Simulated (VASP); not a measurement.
An input for Quantum ESPRESSO's pw.x (written as the equivalent of a VASP run, and not itself run):

```
&CONTROL
  calculation = 'scf'
  pseudo_dir = './pseudo'
  outdir = './out'
  tprnfor = .true.
  tstress = .true.
/
&SYSTEM
  ibrav = 0
  nat = 2
  ntyp = 2
  ecutwfc = 84
  occupations = 'smearing'
  smearing = 'methfessel-paxton'
  degauss = 0.00735
  input_dft = 'rpbe'
/
&ELECTRONS
  conv_thr = 7.3e-09
  electron_maxstep = 100
/
ATOMIC_SPECIES
  Zn 65.380 Zn.upf
  Au 196.967 Au.upf
CELL_PARAMETERS angstrom
     3.1879340    0.0000000    0.0000000
     0.0000000    3.1879340    0.0000000
     0.0000000    0.0000000    3.1879340
ATOMIC_POSITIONS crystal
  Zn   0.5000000  0.5000000  0.5000000
  Au   0.0000000  0.0000000  0.0000000
K_POINTS automatic
  11 11 11 0 0 0
```

### Question
Write the VASP files for the same calculation (RPBE).

### Answer
One answer among several that fit: 
POSCAR:
```
AuZn
1
    3.1879340426     0.0000000000     0.0000000000
    0.0000000000     3.1879340426     0.0000000000
    0.0000000000     0.0000000000     3.1879340426
Zn Au
1 1
Direct
  0.5000000000   0.5000000000   0.5000000000
  0.0000000000   0.0000000000   0.0000000000
```

INCAR:
```
SYSTEM = AuZn
PREC = Accurate; ENCUT = 520; LREAL = .FALSE.
LASPH = .TRUE.
EDIFF = 1E-7; NELM = 100; ALGO = Normal
LMAXMIX = 6
ISMEAR = 1; SIGMA = 0.1
GGA = RP
ISIF = 2
LWAVE = .FALSE.; LCHARG = .FALSE.
```

**KPOINTS**
```
Automatic mesh
0
Gamma
11 11 11
0 0 0
```

POTCAR, in this order: Zn Au (PBE.64 set). Program: vasp_std.

What does not carry over: the potentials are each code's own (VASP's PAW set, PseudoDojo norm-conserving files in pw.x), so ENCUT and ecutwfc are chosen apart and not converted; conv_thr bounds pw.x's estimated SCF error, while EDIFF bounds the energy change between steps.

The compound is AuZn in the CsCl type structure. This cell is one point of a volume scan, at 0.97 of the reference volume.
